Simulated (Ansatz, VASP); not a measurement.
# ZnO (zincite): VASP beside Ansatz, part 2 of 3

Wanted: the spread between two codes on one cell, functional and k mesh. The cell is taken from a series of runs on this material, whose earlier steps may have relaxed, scaled, displaced or heated it; both programs get it as it stands.

VASP 6.6.1 and Ansatz 0.2.0.

So far: Starting point; VASP: zone-centre phonons, LDA.

## Step 2: VASP: zone-centre phonons, LDA (continued)

Level of this step: LDA; plane waves and PAW (O, Zn) (VASP).

From OUTCAR (step 2):

```text
ion  position               nearest neighbor table
   1  0.667  0.333  0.379-   3 1.90   3 1.90   3 1.90   4 1.91
   2  0.333  0.667  0.879-   4 1.90   4 1.90   4 1.90   3 1.91
   3  0.333  0.667  0.500-   1 1.90   1 1.90   1 1.90   2 1.91
   4  0.667  0.333  0.000-   2 1.90   2 1.90   2 1.90   1 1.91

  LATTYP: Found a hexagonal cell.
 ALAT       =     3.1213380695
 C/A-ratio  =     1.6180923134

 Subroutine GETGRP returns: Found 12 space group operations
 (whereof  6 operations were pure point group operations)

The static configuration has the point symmetry C_3v.
 The point group associated with its full space group is C_6v.

 Found    162 irreducible k-points:

   k-points           NKPTS =    162   k-points in BZ     NKDIM =    162   number of bands    NBANDS=     24

   dimension x,y,z NGX =    28 NGY =   28 NGZ =   40
   dimension x,y,z NGXF=    56 NGYF=   56 NGZF=   80

   ENCUT  =  600.0 eV  44.10 Ry    6.64 a.u.   6.23  6.23 10.09*2*pi/ulx,y,z

   NELECT =      36.0000    total number of electrons

 k-points in reciprocal lattice and weights: Automatic mesh
   0.00000000  0.00000000  0.00000000       0.000
   0.06666667  0.00000000  0.00000000       0.003
   0.13333333  0.00000000  0.00000000       0.003
   0.20000000  0.00000000  0.00000000       0.003
   0.26666667  0.00000000  0.00000000       0.003
   0.33333333  0.00000000  0.00000000       0.003
   0.40000000  0.00000000  0.00000000       0.003
   0.46666667  0.00000000  0.00000000       0.003
   0.06666667  0.06666667  0.00000000       0.003
[...]
-1.560669035  2.703158062  0.000000000     0.000000000  0.369937672  0.000000000
     0.000000000  0.000000000  5.050613138     0.000000000  0.000000000  0.197995763

 POSITION                                       TOTAL-FORCE (eV/Angst)
 -----------------------------------------------------------------------------------
      1.56067      0.90105      1.91177         0.000000     -0.000000     -0.001592
     -0.00000      1.80211      4.43707        -0.000000      0.000000     -0.001592
     -0.00000      1.80211      2.52777        -0.000000     -0.000000      0.001592
      1.56067      0.90105      0.00247        -0.000000     -0.000000      0.001592
 -----------------------------------------------------------------------------------
    total drift:                               -0.000000      0.000000     -0.001423

 MACROSCOPIC STATIC DIELECTRIC TENSOR (including local field effects in DFT)
 ------------------------------------------------------
           4.841278    -0.000000     0.000000
          -0.000000     4.841278    -0.000000
           0.000000     0.000000     4.869487
 ------------------------------------------------------

 PIEZOELECTRIC TENSOR (including local field effects)  for field in x, y, z        (C/m^2)
          XX          YY          ZZ          XY          YZ          ZX
  --------------------------------------------------------------------------------
  x     0.00000     0.00000     0.00000     0.00000    -0.00000     0.40331
  y    -0.00000    -0.00000    -0.00000     0.00000     0.40331    -0.00000
  z     0.36831     0.36831    -0.75482    -0.00000    -0.00000    -0.00000

 BORN EFFECTIVE CHARGES (including local field effects) (in |e|, cummulative output)
 ---------------------------------------------------------------------------------
 ion    1
    1    -2.03575     0.00000     0.00000
    2     0.00000    -2.03575     0.00000
    3    -0.00000     0.00000    -2.09332
 ion    2
    1    -2.03575     0.00000     0.00000
    2     0.00000    -2.03575     0.00000
    3     0.00000     0.00000    -2.09332
 ion    3
    1     2.03575    -0.00000     0.00000
    2    -0.00000     2.03575     0.00000
    3    -0.00000     0.00000     2.09332
 ion    4
    1     2.03575    -0.00000    -0.00000
    2    -0.00000     2.03575    -0.00000
    3     0.00000    -0.00000     2.09332

 Eigenvectors and eigenvalues of the dynamical matrix
 ----------------------------------------------------

   1 f  =   18.367872 THz   115.408746 2PiTHz  612.686274 cm-1    75.963382 meV
             X         Y         Z           dx          dy          dz
      1.560669  0.901053  1.911767     0.000000    0.000000    0.694603
     -0.000000  1.802105  4.437074    -0.000000   -0.000000   -0.694603
     -0.000000  1.802105  2.527772    -0.000000   -0.000000    0.132390
      1.560669  0.901053  0.002465     0.000000    0.000000   -0.132390

   2 f  =   15.242214 THz    95.769658 2PiTHz  508.425545 cm-1    63.036705 meV
             X         Y         Z           dx          dy          dz
      1.560669  0.901053  1.911767     0.392479   -0.512723   -0.000000
     -0.000000  1.802105  4.437074    -0.392479    0.512723   -0.000000
     -0.000000  1.802105  2.527772    -0.175197    0.228872    0.000000
      1.560669  0.901053  0.002465     0.175197   -0.228872    0.000000

   3 f  =   15.242214 THz    95.769658 2PiTHz  508.425545 cm-1    63.036705 meV
             X         Y         Z           dx          dy          dz
      1.560669  0.901053  1.911767     0.512723    0.392479    0.000000
     -0.000000  1.802105  4.437074    -0.512723   -0.392479    0.000000
     -0.000000  1.802105  2.527772    -0.228872   -0.175197   -0.000000
      1.560669  0.901053  0.002465     0.228872    0.175197    0.000000

   4 f  =   14.131799 THz    88.792710 2PiTHz  471.386068 cm-1    58.444397 meV
             X         Y         Z           dx          dy          dz
      1.560669  0.901053  1.911767     0.385117   -0.503106    0.000000
     -0.000000  1.802105  4.437074     0.385117   -0.503106    0.000000
     -0.000000  1.802105  2.527772    -0.190835    0.249302   -0.000000
      1.560669  0.901053  0.002465    -0.190835    0.249302   -0.000000

   5 f  =   14.131799 THz    88.792710 2PiTHz  471.386068 cm-1    58.444397 meV
             X         Y         Z           dx          dy          dz
      1.560669  0.901053  1.911767    -0.503106   -0.385117    0.000000
     -0.000000  1.802105  4.437074    -0.503106   -0.385117    0.000000
     -0.000000  1.802105  2.527772     0.249302    0.190835   -0.000000
      1.560669  0.901053  0.002465     0.249302    0.190835   -0.000000

   6 f  =   13.644834 THz    85.733020 2PiTHz  455.142668 cm-1    56.430473 meV
             X         Y         Z           dx          dy          dz
      1.560669  0.901053  1.911767    -0.000000   -0.000000   -0.633545
     -0.000000  1.802105  4.437074    -0.000000   -0.000000   -0.633545
     -0.000000  1.802105  2.527772     0.000000    0.000000    0.314039
      1.560669  0.901053  0.002465     0.000000    0.000000    0.314039

   7 f  =    8.348080 THz    52.452536 2PiTHz  278.461987 cm-1    34.524871 meV
             X         Y         Z           dx          dy          dz
      1.560669  0.901053  1.911767    -0.000000    0.000000   -0.132390
     -0.000000  1.802105  4.437074    -0.000000   -0.000000    0.132390
     -0.000000  1.802105  2.527772     0.000000   -0.000000    0.694603
      1.560669  0.901053  0.002465    -0.000000   -0.000000   -0.694603

   8 f  =    2.239269 THz    14.069742 2PiTHz   74.693973 cm-1     9.260868 meV
             X         Y         Z           dx          dy          dz
      1.560669  0.901053  1.911767    -0.175225    0.228850   -0.000000
     -0.000000  1.802105  4.437074     0.175225   -0.228850   -0.000000
     -0.000000  1.802105  2.527772    -0.392542    0.512674   -0.000000
      1.560669  0.901053  0.002465     0.392542   -0.512674   -0.000000

   9 f  =    2.239269 THz    14.069742 2PiTHz   74.693973 cm-1     9.260868 meV
             X         Y         Z           dx          dy          dz
      1.560669  0.901053  1.911767     0.228850    0.175225    0.000000
     -0.000000  1.802105  4.437074    -0.228850   -0.175225    0.000000
     -0.000000  1.802105  2.527772     0.512674    0.392542   -0.000000
      1.560669  0.901053  0.002465    -0.512674   -0.392542    0.000000

  10 f/i=    0.009862 THz     0.061964 2PiTHz    0.328956 cm-1     0.040785 meV
             X         Y         Z           dx          dy          dz
      1.560669  0.901053  1.911767     0.217271   -0.226634   -0.000000
     -0.000000  1.802105  4.437074     0.217271   -0.226634   -0.000000
     -0.000000  1.802105  2.527772     0.438465   -0.457361   -0.000000
      1.560669  0.901053  0.002465     0.438465   -0.457361   -0.000000

  11 f/i=    0.009862 THz     0.061964 2PiTHz    0.328956 cm-1     0.040785 meV
             X         Y         Z           dx          dy          dz
      1.560669  0.901053  1.911767     0.226634    0.217271   -0.000000
     -0.000000  1.802105  4.437074     0.226634    0.217271   -0.000000
     -0.000000  1.802105  2.527772     0.457361    0.438465   -0.000000
      1.560669  0.901053  0.002465     0.457361    0.438465   -0.000000

  12 f/i=    0.011259 THz     0.070739 2PiTHz    0.375544 cm-1     0.046562 meV
             X         Y         Z           dx          dy          dz
      1.560669  0.901053  1.911767    -0.000000    0.000000   -0.314039
     -0.000000  1.802105  4.437074    -0.000000    0.000000   -0.314039
     -0.000000  1.802105  2.527772    -0.000000    0.000000   -0.633545
      1.560669  0.901053  0.002465    -0.000000    0.000000   -0.633545

 MACROSCOPIC STATIC DIELECTRIC TENSOR IONIC CONTRIBUTION
 ------------------------------------------------------
           3.347130    -0.000000    -0.000000
          -0.000000     3.347130    -0.000000
          -0.000000    -0.000000     3.795489
 ------------------------------------------------------

 ELASTIC MODULI CONTR FROM IONIC RELAXATION (kBar)
 Direction    XX          YY          ZZ          XY          YZ          ZX
 --------------------------------------------------------------------------------
 XX       -1330.1923    478.2544    834.5201      0.0000     -0.0000     -0.0000
 YY         478.2544  -1330.1923    834.5201      0.0000      0.0000      0.0000
 ZZ         834.5201    834.5201  -1634.9168     -0.0000      0.0000     -0.0000
 XY           0.0000      0.0000     -0.0000   -904.2234      0.0000      0.0000
 YZ           0.0000      0.0000      0.0000     -0.0000   -380.7161      0.0000
 ZX           0.0000     -0.0000     -0.0000      0.0000      0.0000   -379.3326
 --------------------------------------------------------------------------------

 PIEZOELECTRIC TENSOR IONIC CONTR  for field in x, y, z        (C/m^2)
          XX          YY          ZZ          XY          YZ          ZX
  --------------------------------------------------------------------------------
  x     0.00000    -0.00000    -0.00000     0.00000     0.00000    -1.06028
  y     0.00000    -0.00000    -0.00000    -0.00000    -1.06221     0.00000
  z    -1.19645    -1.19645     2.34398     0.00000    -0.00000     0.00000
```

With a direct gap this small, the dielectric response converges slowly with the mesh, so tensor and charges are uncertain; a mesh that holds the point of the least gap tends to give too large a tensor.

[end of part 2 of 3]

[Lines on the potential files, build, host, timing and source positions are cut from VASP's logs without a mark.]

[Logs are printed without paths, hosts, clocks, repeated set-up lines and the standing remarks that a program may print on its own settings, such as how far it seeks lower states.]

[Hosts, paths, dates, database ids (printed as entryN), source tags and the programs' standing remarks are cut or masked in the printed files.]
